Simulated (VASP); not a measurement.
All values below come from LDA (Ceperley-Alder, Perdew-Zunger), VASP's LDA PAW potentials (set 64) (plane waves; VASP).

VASP ran on this input.

POSCAR:
```
NiSi2
38.8520
  0.0980308864   0.0000000000   0.0000000000
 -0.0980308864   0.0980308864   0.0000000000
  0.0000000000   0.0000000000   0.5000000000
Ni Si
4 8
Direct
  0.0117700000   0.0058570000   0.4665720000
  1.0139890000   0.5131250000   0.3260400000
 -0.0029900000  -0.0015180000   0.7369380000
  1.0239190000   0.5057060000   0.6043630000
  0.4854920000  -0.0037890000   0.3964260000
  0.5021570000   0.5035780000   0.3959550000
  0.4761920000   0.4916860000   0.2570940000
  0.5188410000   0.0081860000   0.2596630000
  0.4819730000  -0.0152030000   0.6724030000
  0.4925030000   0.4901810000   0.6742750000
  0.5096810000   0.5106700000   0.5355380000
  0.4864740000  -0.0084800000   0.5360890000
```

**KPOINTS**
```
Automatic mesh
0
Gamma
10 7 1
0 0 0
```

INCAR:
```
ALGO=Normal   ! blocked Davidson
LREAL=.False.   ! projection in real space or not
SIGMA=0.1
ISIF=2
ISMEAR=-1
SYSTEM=NiSi2
LASPH=.True.
LCHARG=.False.
PREC=Accurate
LWAVE=.False.
LMAXMIX=4   ! l cut-off of mixed one-centre charges
NELM=100   ! most electronic steps
ENCUT=300   ! plane-wave cut-off (eV)
EDIFF=1E-6   ! SCF stop (eV)
```

POTCAR, in this order: Ni Si (LDA.64 set). Program: vasp_std.

The resulting files:

File OSZICAR:
```
       N       E                     dE             d eps       ncg     rms          rms(c)
DAV:   1     0.361547001914E+03    0.36155E+03   -0.21939E+04  3168   0.102E+03
DAV:   2    -0.467842524008E+02   -0.40833E+03   -0.39802E+03  3277   0.291E+02
DAV:   3    -0.819823245336E+02   -0.35198E+02   -0.34465E+02  3621   0.105E+02
DAV:   4    -0.835301650301E+02   -0.15478E+01   -0.15330E+01  4205   0.207E+01
DAV:   5    -0.835857196252E+02   -0.55555E-01   -0.55492E-01  4325   0.360E+00    0.306E+01
DAV:   6    -0.100739011553E+03   -0.17153E+02   -0.34687E+02  4205   0.210E+02    0.469E+01
DAV:   7    -0.782002734788E+02    0.22539E+02   -0.84528E+01  4136   0.121E+02    0.161E+01
DAV:   8    -0.771041137075E+02    0.10962E+01   -0.50410E+01  4960   0.953E+01    0.127E+01
DAV:   9    -0.775603130899E+02   -0.45620E+00   -0.39522E+01  4544   0.828E+01    0.157E+01
DAV:  10    -0.774505048666E+02    0.10981E+00   -0.30108E+01  4680   0.555E+01    0.122E+01
DAV:  11    -0.758432323857E+02    0.16073E+01   -0.68269E+00  4866   0.478E+01    0.412E+00
DAV:  12    -0.758350516568E+02    0.81807E-02   -0.11606E+00  4200   0.109E+01    0.283E+00
DAV:  13    -0.758325268406E+02    0.25248E-02   -0.99891E-02  3637   0.296E+00    0.255E+00
DAV:  14    -0.758459981930E+02   -0.13471E-01   -0.14029E-02  5053   0.164E+00    0.278E+00
DAV:  15    -0.758396600272E+02    0.63382E-02   -0.98576E-03  4893   0.200E+00    0.259E+00
DAV:  16    -0.757903640114E+02    0.49296E-01   -0.15720E-01  4976   0.617E+00    0.884E-01
DAV:  17    -0.757914190105E+02   -0.10550E-02   -0.21479E-02  3348   0.796E-01    0.833E-01
DAV:  18    -0.757911290557E+02    0.28995E-03   -0.85173E-04  4277   0.253E-01    0.785E-01
DAV:  19    -0.757899282617E+02    0.12008E-02   -0.10558E-03  4544   0.325E-01    0.575E-01
DAV:  20    -0.757892178441E+02    0.71042E-03   -0.44742E-03  4601   0.702E-01    0.227E-01
DAV:  21    -0.757892689452E+02   -0.51101E-04   -0.51070E-04  3581   0.173E-01    0.204E-01
DAV:  22    -0.757894039680E+02   -0.13502E-03   -0.13738E-04  4682   0.133E-01    0.178E-01
DAV:  23    -0.757895804551E+02   -0.17649E-03   -0.10524E-03  4569   0.348E-01    0.960E-02
DAV:  24    -0.757899815983E+02   -0.40114E-03   -0.58234E-04  4277   0.179E-01    0.142E-01
DAV:  25    -0.757900474126E+02   -0.65814E-04   -0.72750E-05  3549   0.745E-02    0.105E-01
DAV:  26    -0.757901615631E+02   -0.11415E-03   -0.10664E-04  4394   0.102E-01    0.591E-02
DAV:  27    -0.757901779100E+02   -0.16347E-04   -0.30009E-05  4404   0.547E-02    0.468E-02
DAV:  28    -0.757901980636E+02   -0.20154E-04   -0.22440E-05  3993   0.506E-02    0.333E-02
DAV:  29    -0.757902192037E+02   -0.21140E-04   -0.17424E-05  3483   0.366E-02    0.823E-03
DAV:  30    -0.757902237882E+02   -0.45845E-05   -0.32667E-06  2512   0.140E-02    0.362E-03
DAV:  31    -0.757902244254E+02   -0.63714E-06   -0.77593E-07  1805   0.708E-03
   1 F= -.75790224E+02 E0= -.75722387E+02  d E =-.135674E+00
```

**OUTCAR**
```
------------------------ aborting loop because EDIFF is reached ----------------------------------------
  FORCE on cell =-STRESS in cart. coord.  units (eV):
  Direction    XX          YY          ZZ          XY          YZ          ZX
  --------------------------------------------------------------------------------------
  Total       -6.8164777     -5.9929435     -2.9773778     -0.0062022      0.2301741     -0.8497096
  in kB      -38.7556118    -34.0733444    -16.9281119     -0.0352628      1.3086727     -4.8310897
  external PRESSURE =     -29.9190227 kB  Pullay stress =       0.0000000 kB
  volume of cell :      281.80
      direct lattice vectors                 reciprocal lattice vectors
     3.808696000  0.000000000  0.000000000     0.262557054  0.262557054  0.000000000
    -3.808696000  3.808696000  0.000000000     0.000000000  0.262557054  0.000000000
     0.000000000  0.000000000 19.426000000     0.000000000  0.000000000  0.051477401
 POSITION                                       TOTAL-FORCE (eV/Angst)
 -----------------------------------------------------------------------------------
      0.02252      0.02231      9.06363        -0.520255      0.065554     -0.276135
     -1.90106      1.95434      6.33365        -0.326739     -0.341733      1.294247
     -0.00561      3.80291     14.31576         0.005819     -0.199827     -1.243864
     -1.83498      1.92608     11.74036        -0.672759     -0.704429     -0.810963
     -1.94517      3.79426      7.70097         0.369443      0.369447      0.134543
     -0.00541      1.91798      7.69182        -0.046006     -0.047756      0.160592
     -0.05901      1.87268      4.99431         0.500248      0.072579     -0.316524
      1.94493      0.03118      5.04421        -0.148441     -0.022893     -0.448679
     -1.91510      3.75079     13.06210         0.096812      0.507849      1.077855
      0.00884      1.86695     13.09847         0.192569      0.161174      0.764710
     -0.00377      1.94499     10.40336         0.309852     -0.336725     -0.133361
     -1.92357      3.77640     10.41406         0.239457      0.476760     -0.202420
 -----------------------------------------------------------------------------------
    total drift:                               -0.001805      0.000949     -0.004064
  FREE ENERGIE OF THE ION-ELECTRON SYSTEM (eV)
  ---------------------------------------------------
  free  energy   TOTEN  =       -75.7902244254 eV

  energy  without entropy=      -75.6545501154  energy(sigma->0) =      -75.72238727
```
(Selected blocks of OUTCAR.)

At this cut-off the stress carries a Pulay error, which pulls relaxed volumes low. The cell holds a wide vacuum, so values per volume refer to the whole cell.

The cell is a sheet with vacuum, built from a database entry that may be metastable or hypothetical. The run is not spin-polarised, so no magnetic state was tried.
